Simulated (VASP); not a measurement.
All values below come from PBEsol GGA, VASP's PBE PAW potentials (set 64) (plane waves; VASP).

VASP ran on this input.

**KPOINTS**
```
Automatic mesh
0
Gamma
17 17 17
0 0 0
```

### POSCAR
```
V
2.8989520
 -0.4999999469   0.4999999469   0.4999999469
  0.4999999469  -0.4999999469   0.4999999469
  0.4999999469   0.4999999469  -0.4999999469
V
1
direct
  0.0000000000   0.0000000000   0.0000000000
```

**INCAR**
```
SYSTEM = V
PREC = Accurate
ENCUT = 520
EDIFF = 1E-7
NELM = 100
ALGO = Normal
LREAL = .FALSE.
LASPH = .TRUE.
ISMEAR = 1
SIGMA = 0.1
GGA = PS
LMAXMIX = 4
LWAVE = .FALSE.
LCHARG = .FALSE.
ISIF = 2
```

POTCAR, in this order: V_sv (PBE.64 set). Program: vasp_std.

The resulting files:

OSZICAR:
```
       N       E                     dE             d eps       ncg     rms          rms(c)
DAV:   1     0.819363289620E+02    0.81936E+02   -0.73322E+03  3308   0.144E+03
DAV:   2    -0.961718588959E+01   -0.91554E+02   -0.89510E+02  3392   0.366E+02
DAV:   3    -0.109696384515E+02   -0.13525E+01   -0.13364E+01  3424   0.528E+01
DAV:   4    -0.109776027426E+02   -0.79643E-02   -0.79638E-02  3350   0.428E+00
DAV:   5    -0.109777001154E+02   -0.97373E-04   -0.97374E-04  3404   0.461E-01    0.223E+01
DAV:   6    -0.963613031391E+01    0.13416E+01   -0.48941E+00  3316   0.343E+01    0.326E+00
DAV:   7    -0.960839895649E+01    0.27731E-01   -0.41055E-02  3348   0.253E+00    0.130E+00
DAV:   8    -0.959943535820E+01    0.89636E-02   -0.79807E-03  3316   0.164E+00    0.111E-01
DAV:   9    -0.959940876550E+01    0.26593E-04   -0.26351E-04  3332   0.278E-01    0.325E-02
DAV:  10    -0.959941615377E+01   -0.73883E-05   -0.88445E-06  3326   0.417E-02    0.155E-03
DAV:  11    -0.959941609202E+01    0.61752E-07   -0.21998E-07  3058   0.664E-03
   1 F= -.95994161E+01 E0= -.95992946E+01  d E =-.364469E-03
```

File OUTCAR:
```
------------------------ aborting loop because EDIFF is reached ----------------------------------------
  FORCE on cell =-STRESS in cart. coord.  units (eV):
  Direction    XX          YY          ZZ          XY          YZ          ZX
  --------------------------------------------------------------------------------------
  Total        1.0453635      1.0453635      1.0453635      0.0000000      0.0000000      0.0000000
  in kB      137.4943895    137.4943895    137.4943895      0.0000000      0.0000000      0.0000000
  external PRESSURE =     137.4943895 kB  Pullay stress =       0.0000000 kB
  volume of cell :       12.18
      direct lattice vectors                 reciprocal lattice vectors
    -1.449475846  1.449475846  1.449475846     0.000000000  0.344952281  0.344952281
     1.449475846 -1.449475846  1.449475846     0.344952281  0.000000000  0.344952281
     1.449475846  1.449475846 -1.449475846     0.344952281  0.344952281  0.000000000
 POSITION                                       TOTAL-FORCE (eV/Angst)
 -----------------------------------------------------------------------------------
      0.00000      0.00000      0.00000         0.000000      0.000000      0.000000
 -----------------------------------------------------------------------------------
    total drift:                                0.000000     -0.000000      0.000000
  FREE ENERGIE OF THE ION-ELECTRON SYSTEM (eV)
  ---------------------------------------------------
  free  energy   TOTEN  =        -9.5994160920 eV

  energy  without entropy=       -9.5990516232  energy(sigma->0) =       -9.59929460
```
(Selected blocks of OUTCAR.)

File OUTCAR:
```
 val. band max:       10.8563641769   @ k =   0.2353   0.0000   0.0000

 cond. band min:      10.8717355370   @ k =   0.2941   0.0000   0.0000


 Fermi energy:        10.8670298158

 k-point     1 :       0.0000    0.0000    0.0000
  band No.  band energies     occupation
      1     -52.5027      2.00000
      2     -25.7095      2.00000
      3     -25.7095      2.00000
      4     -25.7095      2.00000
      5       4.0755      2.00000
      6      11.2938     -0.00000
      7      11.2938     -0.00000
      8      11.2938     -0.00000
      9      13.5680      0.00000
     10      13.5680      0.00000

 k-point     2 :       0.0588    0.0000    0.0000
  band No.  band energies     occupation
      1     -52.4928      2.00000
      2     -25.7539      2.00000
      3     -25.7227      2.00000
      4     -25.7099      2.00000
      5       4.2298      2.00000
      6      11.2239     -0.00001
      7      11.2791     -0.00000
      8      11.4088     -0.00000
      9      13.4850      0.00000
     10      13.5723      0.00000

 k-point     3 :       0.1176    0.0000    0.0000
  band No.  band energies     occupation
      1     -52.4645      2.00000
      2     -25.8801      2.00000
      3     -25.7604      2.00000
      4     -25.7111      2.00000
      5       4.6757      2.00000
      6      11.0284     -0.04487
      7      11.2105     -0.00001
      8      11.7457     -0.00000
      9      13.3021      0.00000
     10      13.5881      0.00000

 k-point     4 :       0.1765    0.0000    0.0000
  band No.  band energies     occupation
      1     -52.4213      2.00000
      2     -26.0687      2.00000
      3     -25.8171      2.00000
      4     -25.7130      2.00000
      5       5.3571      2.00000
      6      10.7446      2.07092
      7      11.0485     -0.02778
      8      12.2803     -0.00000
      9      13.1686      0.00000
     10      13.6226      0.00000

 k-point     5 :       0.2353    0.0000    0.0000
...
```

The compound is V in the bcc structure. This cell is one point of a volume scan, at 0.94 of the reference volume. The run is not spin-polarised, so no magnetic state was tried.
